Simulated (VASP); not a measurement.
These are TPSS meta-GGA, VASP's PBE PAW potentials (set 64) (plane waves; VASP) values and carry that method's errors.

VASP ran on this input.

File POSCAR:
```
CuI
6.1745080
  0.0000000000   0.4999999994   0.4999999994
  0.4999999994   0.0000000000   0.4999999994
  0.4999999994   0.4999999994   0.0000000000
Cu I
1 1
Cartesian
  0.0000000000   0.0000000000   0.0000000000
  0.2499999997   0.2499999997   0.2499999997
```

### KPOINTS
```
Automatic mesh
0
Gamma
8 8 8
0 0 0
```

### INCAR
```
SYSTEM = CuI
PREC = Accurate; ENCUT = 520; LREAL = .False.
LASPH = .True.
EDIFF = 1E-7; NELM = 100; ALGO = Normal
LMAXMIX = 4; LMIXTAU = .True.
ISMEAR = 0; SIGMA = 0.05
METAGGA = TPSS
ISIF = 2
LWAVE = .False.; LCHARG = .False.
```

POTCAR, in this order: Cu I (PBE.64 set). Program: vasp_std.

What VASP printed:

**OSZICAR**
```
       N       E                     dE             d eps       ncg     rms          rms(c)
DAV:   1     0.876702475232E+02    0.87670E+02   -0.82066E+03   754   0.150E+03
DAV:   2    -0.139448794699E+02   -0.10162E+03   -0.95804E+02   759   0.264E+02
DAV:   3    -0.215173118906E+02   -0.75724E+01   -0.74359E+01  1035   0.854E+01
DAV:   4    -0.217670145797E+02   -0.24970E+00   -0.24953E+00   899   0.134E+01
DAV:   5    -0.217764396955E+02   -0.94251E-02   -0.94249E-02  1093   0.284E+00    0.485E+00
DAV:   6    -0.210894534214E+02    0.68699E+00   -0.55482E+00  1125   0.497E+01    0.245E+00
DAV:   7    -0.211511485412E+02   -0.61695E-01   -0.64745E-01   859   0.228E+01    0.125E+00
DAV:   8    -0.211535650183E+02   -0.24165E-02   -0.28927E-02  1141   0.433E+00    0.607E-01
DAV:   9    -0.211566962793E+02   -0.31313E-02   -0.16735E-02  1161   0.244E+00    0.204E-01
DAV:  10    -0.211578353165E+02   -0.11390E-02   -0.40952E-03   984   0.134E+00    0.675E-02
DAV:  11    -0.211535755833E+02    0.42597E-02   -0.58462E-03   991   0.136E+00    0.687E-02
DAV:  12    -0.211589500864E+02   -0.53745E-02   -0.25176E-03   764   0.756E-01    0.586E-02
DAV:  13    -0.211589162981E+02    0.33788E-04   -0.47541E-04  1194   0.589E-01    0.405E-02
DAV:  14    -0.211589793057E+02   -0.63008E-04   -0.43410E-04   833   0.401E-01    0.245E-02
DAV:  15    -0.211590291892E+02   -0.49883E-04   -0.23313E-05  1221   0.766E-02    0.199E-02
DAV:  16    -0.211590265767E+02    0.26125E-05   -0.42954E-06   789   0.236E-02    0.852E-03
DAV:  17    -0.211590322867E+02   -0.57100E-05   -0.54952E-06   795   0.421E-02    0.161E-03
DAV:  18    -0.211590346487E+02   -0.23620E-05   -0.44248E-07   959   0.121E-02    0.331E-03
DAV:  19    -0.211590345482E+02    0.10054E-06   -0.15943E-07   542   0.128E-02    0.137E-03
DAV:  20    -0.211590348011E+02   -0.25290E-06   -0.22291E-07   552   0.130E-02    0.106E-03
DAV:  21    -0.211590348334E+02   -0.32369E-07   -0.33817E-08   397   0.384E-03
   1 F= -.21159035E+02 E0= -.21159035E+02  d E =-.122760E-13
```

### OUTCAR
```
------------------------ aborting loop because EDIFF is reached ----------------------------------------
  FORCE on cell =-STRESS in cart. coord.  units (eV):
  Direction    XX          YY          ZZ          XY          YZ          ZX
  --------------------------------------------------------------------------------------
  Total       -0.7336145     -0.7336145     -0.7336145      0.0000000      0.0000000      0.0000000
  in kB      -19.9724531    -19.9724531    -19.9724531      0.0000000      0.0000000      0.0000000
  external PRESSURE =     -19.9724531 kB  Pullay stress =       0.0000000 kB
  volume of cell :       58.85
      direct lattice vectors                 reciprocal lattice vectors
     0.000000000  3.087253996  3.087253996    -0.161956224  0.161956224  0.161956224
     3.087253996  0.000000000  3.087253996     0.161956224 -0.161956224  0.161956224
     3.087253996  3.087253996  0.000000000     0.161956224  0.161956224 -0.161956224
  FREE ENERGIE OF THE ION-ELECTRON SYSTEM (eV)
  ---------------------------------------------------
  free  energy   TOTEN  =       -21.1590348334 eV

  energy  without entropy=      -21.1590348334  energy(sigma->0) =      -21.15903483
```
(Selected blocks of OUTCAR.)

The compound is CuI in the zinc blende structure. This cell is one point of a volume scan, at 1.06 of the reference volume.
